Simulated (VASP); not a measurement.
Here is a VASP 6.6.1 calculation.

File INCAR:

```
SYSTEM = KCaF3
ALGO = Fast
EDIFF = 1E-7
ENCUT = 520
ISIF = 2
ISMEAR = 0
LASPH = .TRUE.
LCHARG = .FALSE.
LREAL = .FALSE.
LWAVE = .FALSE.
NBANDS = 28
NELM = 100
PREC = Accurate
SIGMA = 0.05
```

The input KPOINTS:

```
k-points
0
G
  6 6 6
  0 0 0
```

POSCAR

```
KCaF3
1.0
    4.6080377228      0.0000000000      0.0000000000
    0.0000000000      4.6080377228      0.0000000000
    0.0000000000      0.0000000000      4.2393947050
K Ca F
1 1 3
Direct
    0.5000000000      0.5000000000      0.5000000000
    0.0000000000      0.0000000000      0.0000000000
    0.0000000000      0.5000000000      0.0000000000
    0.0000000000      0.0000000000      0.5000000000
    0.5000000000      0.0000000000      0.0000000000
```

Potentials or basis: VASP PAW LDA potentials, release 64 (K_sv, Ca_sv, F).

Command:

```bash
$ cat potpaw_LDA.64/K_sv/POTCAR potpaw_LDA.64/Ca_sv/POTCAR potpaw_LDA.64/F/POTCAR > POTCAR
$ mpirun -np 1 vasp_std > vasp.out
```

(1) Estimate the pressure.

(2) What does it give for the band gap on the k mesh?

## Answers

(1) -4.4 GPa.

(2) 5.76 eV, indirect (least direct gap 5.91 eV).
